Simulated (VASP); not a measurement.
## Nb: a series in biaxial strain in the (110) plane

How do stress and energy of Nb follow biaxial strain in the (110) plane?

Calculated with VASP 6.6.1; PBEsol; plane waves and PAW (Nb_sv), in the first sound run; inputs show where later runs differ.

This is a report of a sequence of runs, with most program output left out.

## Step 1: The starting structure

It takes space group Im-3m (No. 229, cubic). Conventional cell: a = 3.300 Å, b = 3.300 Å, c = 3.300 Å, α = 90.00°, β = 90.00°, γ = 90.00°. Nb has 8 Nb at 2.86 Å nearest.

Coordinates:

```xyz
1
Lattice="-1.6500 1.6500 1.6500 1.6500 -1.6500 1.6500 1.6500 1.6500 -1.6500" Properties=species:S:1:pos:R:3 pbc="T T T"
Nb    0.0000    0.0000    0.0000
```

## Step 2: Relax the crystal, PBEsol

The series starts from the cell that this level prefers, so that zero strain is near zero stress.

This step took 2 runs in a row; the last is shown.

Level: PBEsol; plane waves and PAW (Nb_sv).

Input file INCAR:

```
SYSTEM = Nb
PREC = Accurate
ENCUT = 450
EDIFF = 1E-07
NELM = 120
ISMEAR = 1
SIGMA = 0.15
LREAL = .FALSE.
ALGO = Normal
GGA = PS
NBANDS = 12
LASPH = .TRUE.
LORBIT = 11
LWAVE = .FALSE.
LCHARG = .FALSE.
KPAR = 8
IBRION = 2
NSW = 40
ISIF = 3
EDIFFG = -0.005
POTIM = 0.4
```

Input file POSCAR:

```
Nb
1.0
   -1.6345591088      1.6345591088      1.6345591088
    1.6345591088     -1.6345591088      1.6345591088
    1.6345591088      1.6345591088     -1.6345591088
Nb
1
Direct
    0.0000000000      0.0000000000      0.0000000000
```

Input file KPOINTS:

```
Automatic mesh
0
Gamma
25 25 25
0 0 0
```

PAW data sets: Nb_sv (PBE family, release 64).

Command:

```sh
$ mpirun -np 8 vasp_std
```

Elapsed: 39 s, on 8 MPI ranks of Intel Xeon Platinum 8259CL at 2.50GHz (Skylake/Cascade Lake), shared host; peak memory 1.4 GiB.

This run gave:

| Property | Result |
| --- | --- |
| energy(sigma→0) of the program | -10.9500 eV |
| stress, compression positive | 0.00 along [110], 0.00 across it (mean), GPa |
| volume | 17.460 Å³ |
| ionic steps | 3 |

## Step 3: Strain along the normal, PBEsol

One member in full: the plane is strained by 0.5 %, and the strain along the normal is moved by secant steps until the normal stress is under 0.012 GPa or five steps are spent; the atoms relax at each step.

This step took 3 runs, each at a new trial strain with the atoms of the one before; the last is shown.

Level: PBEsol; plane waves and PAW (Nb_sv).

Changes to INCAR since step 2:

```diff
@@ -15,7 +15,7 @@
 LCHARG = .FALSE.
-KPAR = 8
-IBRION = 2
-NSW = 40
-ISIF = 3
-EDIFFG = -0.005
-POTIM = 0.4
+KPAR = 2
+IBRION = 1
+NSW = 25
+ISIF = 2
+EDIFFG = -0.004
+POTIM = 0.3
```

Input file POSCAR:

```
Nb
1.0
   -1.6424553230      1.6424553230      1.6424553230
    1.6424553230     -1.6424553230      1.6424553230
    1.6214163130      1.6214163130     -1.6424553230
Nb
1
Direct
    0.0000000000      0.0000000000      0.0000000000
```

KPOINTS is that of step 2.

Command:

```sh
$ mpirun -np 2 vasp_std
```

It took 3.4 min on 2 MPI ranks; peak memory 0.85 GiB; 5.4 min of CPU time.

This run gave:

- energy(sigma→0) of the program: -10.9498 eV
- stress, compression positive: 0.00 along [110], -0.57 across it (mean), GPa
- ionic steps: 1

## Step 4: The whole series

The other members went through these steps as far as the tables show, with the same cutoff and, step by step, the same mesh; 28 runs are not shown. The session took 3.1 core hours (wall time by ranks) on a shared machine.

| in-plane strain (%) | strain along the normal (%) | mean of the two in-plane stresses, tension positive (GPa) | energy above the unstrained row, extrapolated to no smearing (meV/atom) |
| --- | --- | --- | --- |
| -2.000 | 2.994 | -2.994 | 7.155 |
| -1.500 | 2.198 | ? | ? |
| -1.000 | 1.459 | -1.516 | 1.866 |
| -0.500 | 0.745 | -0.711 | 0.500 |
| 0 | 0.000 | -0.006 | 0.000 |
| 0.500 | -0.787 | 0.567 | 0.216 |
| 1.000 | -1.638 | 0.948 | 0.980 |
| 1.500 | -2.518 | 1.211 | 2.054 |
| 2.000 | -3.271 | 1.732 | 3.397 |

## Step 5: Stress from the known rows

Fitting a parabola to the 8 known rows (e: strain in %) gives stress = − 0.1515 e² + 1.176 e − 0.07522 in GPa; the residuals are 0.079 GPa r.m.s.

For the withheld row, e = -1.5, the fit gives -2.180 GPa.

## Step 6: Checking the prediction

The calculation gives -2.295 GPa, so the prediction is 0.115 GPa too high, within twice the residual of the fit.

Slopes at zero strain, from cubics through all rows: strain ratio -1.552, stress over strain 123 GPa (the cubic misses the stress by 0.08 GPa r.m.s., so this slope is good to some per cent only).

## Step 7: Summary of results

* error of the predicted stress: 0.115 GPa
* ratio of normal to in-plane strain: -1.552
* biaxial modulus: 123 GPa

**Reading.** As a check, the curvature of the energy gives 133 GPa for the same modulus (energy per volume = M × strain²), 8 % from the slope of the stress; these energies are extrapolated to no smearing, while the stress belongs to the free energy, so part of the difference may come from that. The energy also has a linear term worth 0.14 GPa that the stress column lacks, a mark of the finite basis or of the smearing. These are static values: temperature and zero-point motion are left out. In a metal the slopes also depend on mesh and smearing, which were held through the series.

[Lines on the potential files, build, host, timing and source positions are cut from VASP's logs without a mark.]

[Logs are printed without paths, hosts, clocks, repeated set-up lines and the standing remarks that a program may print on its own settings, such as how far it seeks lower states.]

[Hosts, paths, dates, database ids (printed as entryN), source tags and the programs' standing remarks are cut or masked in the printed files.]

[In band tables of VASP the shares of atoms and orbitals are scaled to a sum of 1 inside the atoms' spheres.]
